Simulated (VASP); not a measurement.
```xyz
4
Lattice="2.8521 0.0000 0.0000 -1.4261 2.4700 0.0000 0.0000 0.0000 5.1249" Properties=species:S:1:pos:R:3 pbc="T T T"
Co     0.0000     0.0000     0.0000
Co     0.0000     0.0000     2.5624
O      0.0000     1.6467     1.2812
O      1.4261     0.8233     3.8437
```
Starting moments (μB, in the order of the record's atoms Co Co O O): 2.5 2.5 0.4 0.4.

Calculation: PBEsol GGA, VASP's PBE PAW potentials (set 64) (plane waves; VASP). Settings: 520 eV cut-off, Gaussian smearing of 0.050 eV, potentials Co O.

The moments were started parallel, and other spin orders were not tried in this run.

Q: What does the run give for the cell moment, band gap (along the path) with the smallest direct gap where there is one?

A: 
The band gap (along the path) comes out as none (metal, semimetal or under 0.01 eV) and the cell moment is 5.93 μB.

The absolute energy has meaning only against runs of the same code, potentials and settings.

The structure was generated: CoO was put into the NiAs type type (P6_3/mmc), which need not be its known phase. It was relaxed first.
